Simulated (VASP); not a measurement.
Energy against volume of MoSi2 (MoSi2 type). These are rev-vdW-DF2, VASP's PBE PAW potentials (set 64) (plane waves; VASP 6.6.1) values and carry that method's errors. Settings: 520 eV cut-off, 13×13×13 Γ-centred mesh, first-order Methfessel-Paxton smearing of 0.10 eV, potentials Si Mo_sv.

Shape and ions are relaxed at each volume.

```tsv
V (Å³/atom)	E (eV/atom)
12.730	-6.17103
13.136	-6.19788
13.543	-6.20632
13.949	-6.19916
```

Q: Fit these four points and predict the energy of the run at 14.355 Å³/atom.

A: A cubic in V^(−2/3), the third-order Birch-Murnaghan form, passes through the four points with V0 = 13.55 Å³/atom and B0 = 204 GPa, and gives -6.1788 eV/atom there. The run gave -6.1788 eV/atom, +0.0 meV/atom from the fit; all five points give B0 = 204 GPa.

The compound is MoSi2 in the MoSi2 type structure. It was relaxed first.
